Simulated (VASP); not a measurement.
An input for Quantum ESPRESSO's pw.x (written as the equivalent of a VASP run, and not itself run):

```
&CONTROL
  calculation = 'scf'
  pseudo_dir = './pseudo'
  outdir = './out'
  tprnfor = .true.
  tstress = .true.
/
&SYSTEM
  ibrav = 0
  nat = 4
  ntyp = 2
  ecutwfc = 98
  occupations = 'smearing'
  smearing = 'methfessel-paxton'
  degauss = 0.00735
  input_dft = 'pbe'
  nspin = 2
  starting_magnetization(1) = 0.06
  starting_magnetization(2) = 0.01
/
&ELECTRONS
  conv_thr = 7.3e-08
  electron_maxstep = 100
/
ATOMIC_SPECIES
  Fe 55.845 Fe.upf
  Ni 58.693 Ni.upf
CELL_PARAMETERS angstrom
     3.5958910    0.0000000    0.0000000
     0.0000000    3.6495380    0.0000000
     0.0000000    0.0000000    3.5884310
ATOMIC_POSITIONS crystal
  Fe   0.0000000  0.0000000  0.0000000
  Ni   0.0000000  0.5000000  0.5000000
  Ni   0.5000000  0.0000000  0.5000000
  Ni   0.5249060  0.5000000  0.0000000
K_POINTS automatic
  8 8 8 0 0 0
```

Question: Translate this input to VASP (INCAR, KPOINTS, POSCAR, choice of POTCAR).

Answer: This is not unique; one that fits is 
### KPOINTS
```
Automatic mesh
0
Gamma
8 8 8
0 0 0
```

### INCAR
```
! general
SYSTEM  = Ni3Fe
PREC    = Accurate
ENCUT   = 400
LREAL   = .FALSE.
LASPH   = .TRUE.

! electronic loop
EDIFF   = 1E-6
NELM    = 100
ALGO    = Normal
LMAXMIX = 4

! smearing
ISMEAR  = 1
SIGMA   = 0.1

! functional
GGA     = PE

! spin
ISPIN   = 2
MAGMOM  = 0.6 3*0.13999999999999999

! ions
ISIF    = 2

! output
LWAVE   = .FALSE.
LCHARG  = .FALSE.
LORBIT  = 10
```

### POSCAR
```
Ni3Fe
1.0
  3.5958910000   0.0000000000   0.0000000000
  0.0000000000   3.6495380000   0.0000000000
  0.0000000000   0.0000000000   3.5884310000
Fe Ni
1 3
Cartesian
  0.0000000000   0.0000000000   0.0000000000
  0.0000000000   1.8247690000   1.7942155000
  1.7979455000   0.0000000000   1.7942155000
  1.8875047612   1.8247690000   0.0000000000
```

POTCAR, in this order: Fe Ni (PBE.64 set). Program: vasp_std.

The two are equivalent in intent, not identical: the potentials are each code's own (VASP's PAW set, PseudoDojo norm-conserving files in pw.x), so ENCUT and ecutwfc are chosen apart and not converted; conv_thr bounds pw.x's estimated SCF error, while EDIFF bounds the energy change between steps; starting_magnetization is a fraction of the valence charge and MAGMOM a moment in μB, so they match only roughly.

The compound is Ni3Fe in the L1_2 structure. The cell was not relaxed at this level, atoms are displaced from their ideal sites. The run is one of a series of settings (MAGMOM = 0.6 0.13999999999999999 0.13999999999999999 0.13999999999999999 against the base run), some of them coarse on purpose.
